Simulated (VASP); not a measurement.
Level of theory: PBE GGA, VASP's PBE PAW potentials (set 64) (plane waves; VASP 6.6.1).

Input for VASP

File KPOINTS:
```
Automatic
0
gamma
7 7 7
```

INCAR:
```
# general
SYSTEM   =  BaF2
PREC     =  Accurate
ENCUT    =  620
LREAL    =  F
LASPH    =  T

# electronic loop
EDIFF    =  1E-6
NELM     =  100
ALGO     =  Normal
LMAXMIX  =  4

# smearing
ISMEAR   =  0
SIGMA    =  0.05

# functional
GGA      =  PE

# ions
IBRION   =  2
NSW      =  40
ISIF     =  3
EDIFFG   =  -0.02
PSTRESS  =  300

# output
LWAVE    =  F
LCHARG   =  F
```

File POSCAR:
```
BaF2
1.0
  0.0000000000   2.9199857697   2.9199857697
  2.9199857697   0.0000000000   2.9199857697
  2.9199857697   2.9199857697   0.0000000000
Ba F
1 2
direct
  0.0000000000   0.0000000000   0.0000000000
  0.2500000000   0.2500000000   0.2500000000
  0.7500000000   0.7500000000   0.7500000000
```

POTCAR, in this order: Ba_sv F (PBE.64 set). Program: vasp_std.

Question: What will the output report for the number of irreducible k-points (NKPTS), largest plane-wave count, number of space-group operations, FFT grid (NGX, NGY, NGZ)?

Answer: 
```json
{
 "number of irreducible k-points (NKPTS)": "20",
 "largest_plane_wave_count": "1807",
 "number_of_space_group_operations": "48",
 "FFT grid (NGX, NGY, NGZ)": "36 × 36 × 36"
}
```

The compound is BaF2 in the fluorite structure. This run relaxes it under an external pressure of 30 GPa. Symmetry was kept, so distortions that lower it aren't found.
